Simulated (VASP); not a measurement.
An input for Ansatz (written as the equivalent of a VASP run, and not itself run):

Ansatz 0.2 input:
```yaml
crystal:
  lattice:
    - [4.4265590, 2.2132800, 2.2132800]
    - [2.2132800, 4.4265590, 2.2132800]
    - [2.2132800, 2.2132800, 4.4265590]
  atoms:
    - { symbol: Fe, position: [0.0000000, 0.0000000, 0.0000000], spin: 4 }
    - { symbol: Fe, position: [0.5000000, 0.5000000, 0.5000000], spin: -4 }
    - { symbol: O, position: [0.2500000, 0.2500000, 0.2500000] }
    - { symbol: O, position: [0.7500000, 0.7500000, 0.7500000] }
kpoints:
  mp_grid: { grid: [9, 9, 9], shift: [0.5, 0.5, 0.5] }
hamiltonian:
  xc: pbe
  pseudopotentials: { kind: paw }
  hubbard:
    sites:
      - { species: Fe, l: d, u_eff: 5.3 }
magnetization: { spin_polarized: true }
scf:
  occupations: { method: gaussian, width: 0.05 }
  max_iter: 100
output: { forces: true, stress: true, eigenvalues: true }
```

Question: Translate this input to VASP (INCAR, KPOINTS, POSCAR, choice of POTCAR).

Answer: One answer among several that fit: 
**POSCAR**
```
FeO
4.4265590
  1.0000000000   0.5000001130   0.5000001130
  0.5000001130   1.0000000000   0.5000001130
  0.5000001130   0.5000001130   1.0000000000
Fe O
2 2
Direct
  0.0000000000   0.0000000000   0.0000000000
  0.5000000000   0.5000000000   0.5000000000
  0.2500000000   0.2500000000   0.2500000000
  0.7500000000   0.7500000000   0.7500000000
```

**KPOINTS**
```
Regular mesh
0
G
 9 9 9
0.5 0.5 0.5
```

**INCAR**
```
SYSTEM=FeO
PREC=Accurate; ENCUT=400; LREAL=.False.
LASPH=.True.
EDIFF=1E-6; NELM=100; ALGO=Normal
LMAXMIX=4
ISMEAR=0; SIGMA=0.05
GGA=PE
MAGMOM=4.0 -4.0 2*0.0
ISPIN=2
LDAUL=2 -1
LDAUU=5.3 0
LDAUJ=0 0
LDAU=.True.; LDAUTYPE=2
ISIF=2
LWAVE=.False.; LCHARG=.False.; LORBIT=11
```

POTCAR, in this order: Fe O (PBE.64 set). Program: vasp_std.

The two are equivalent in intent, not identical: each code has its own PAW files, so the cut-off isn't converted (ENCUT is set for VASP's; basis.ecutwfc is left out, and Ansatz then takes the one that its files recommend); Ansatz stops its SCF on the density residual and VASP on the energy change (EDIFF); the +U projectors differ, so the same U acts differently.

The structure is a typed FeO crystal. The cell was not relaxed at this level.
